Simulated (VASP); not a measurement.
A run of VASP 6.6.1:

Contents of INCAR:

```
PREC = Accurate
ENCUT = 520
EDIFF = 1E-6
ISMEAR = 0
SIGMA = 0.1
LREAL = F
LASPH = T
NELM = 100
ALGO = Fast
ISIF = 2
LWAVE = F
LCHARG = F
NBANDS = 31
```

Contents of KPOINTS:

```
regular mesh
0
Gamma
  5 5 5
```

The input POSCAR:

```
Y3Ga
1.0
    4.7570770000      0.0000000000      0.0000000000
    0.0000000000      4.7570770000      0.0000000000
    0.0000000000      0.0000000000      4.7570770000
Y Ga
3 1
Direct
    0.5000000000      0.0000000000      0.5000000000
    0.5000000000      0.5000000000      0.0000000000
    0.0000000000      0.5000000000      0.5000000000
    0.0000000000      0.0000000000      0.0000000000
```

Potentials or basis: VASP PAW LDA potentials, release 64 (Y_sv, Ga_d).

Launch:

```bash
$ cat potpaw_LDA.64/Y_sv/POTCAR potpaw_LDA.64/Ga_d/POTCAR > POTCAR
$ mpirun -np 1 vasp_std > vasp.out
```

Hardware: 1 thread of AMD EPYC 7R13 Processor (Zen 3) (shared host).

Question: Estimate the wall time of this run.

Answer: It took 78 s on 1 thread of AMD EPYC 7R13 Processor (Zen 3) (shared host), peak memory 0.16 GiB. Counts: scf iterations 29, k points 10.
